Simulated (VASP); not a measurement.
All values below come from PBEsol GGA, VASP's PBE PAW potentials (set 64) (plane waves; VASP).

VASP ran on this input.

File POSCAR:
```
ZnF2
1.0
  4.7235000000   0.0000000000   0.0000000000
  0.0000000000   4.7235000000   0.0000000000
  0.0000000000   0.0000000000   3.1456500000
Zn F
2 4
direct
  0.0000000000   0.0000000000   0.0000000000
  0.5000000000   0.5000000000   0.5000000000
  0.3030000000   0.3030000000   0.0000000000
  0.8030000000   0.1970000000   0.5000000000
  0.1970000000   0.8030000000   0.5000000000
  0.6970000000   0.6970000000   0.0000000000
```

**KPOINTS**
```
Automatic mesh
0
Gamma
5 5 7
0 0 0
```

**INCAR**
```
LMAXMIX = 4   # l cut-off of mixed one-centre charges
SIGMA = 0.05   # width (eV)
ENCUT = 400   # plane-wave cut-off (eV)
GGA = PS   # PBEsol
ISMEAR = -1   # Fermi-Dirac
LREAL = .False.   # projection in real space or not
LASPH = .True.   # aspherical one-centre terms
ALGO = Normal   # blocked Davidson
LWAVE = .False.
EDIFF = 1E-6   # SCF stop (eV)
PREC = Accurate
NELM = 100   # most electronic steps
ISIF = 2
LCHARG = .False.
SYSTEM = ZnF2
```

POTCAR, in this order: Zn F (PBE.64 set). Program: vasp_std.

At this cut-off the stress carries a Pulay error, which pulls relaxed volumes low.

**Question.** Estimate the energy per atom (σ→0), pressure, band gap (on the k-mesh).

**Answer.** 
The energy per atom (σ→0) is -4.128 eV/atom. The band gap (on the k-mesh) comes out as 3.33 eV and the pressure comes out as -11.10 GPa.

File OSZICAR:
```
...
DAV:   9    -0.247651785290E+02    0.61942E-01   -0.21550E-01  2608   0.152E+01    0.253E-01
DAV:  10    -0.247692620266E+02   -0.40835E-02   -0.58209E-02  2183   0.303E+00    0.203E-01
DAV:  11    -0.247690267533E+02    0.23527E-03   -0.50095E-03  2097   0.119E+00    0.813E-02
DAV:  12    -0.247691260689E+02   -0.99316E-04   -0.14885E-03  1600   0.283E-01    0.462E-02
DAV:  13    -0.247690789710E+02    0.47098E-04   -0.14213E-04  1998   0.186E-01    0.901E-03
DAV:  14    -0.247690786838E+02    0.28727E-06   -0.13444E-05  1855   0.118E-01    0.668E-03
DAV:  15    -0.247690784836E+02    0.20016E-06   -0.80972E-06  1782   0.554E-02
   1 F= -.24769078E+02 E0= -.24769078E+02  d E =-.178291E-10
```

The structure is a typed ZnF2 crystal (P4_2/mnm). The cell was not relaxed at this level. The run is one of a series of settings (GGA = PS against the base run), some of them coarse on purpose.
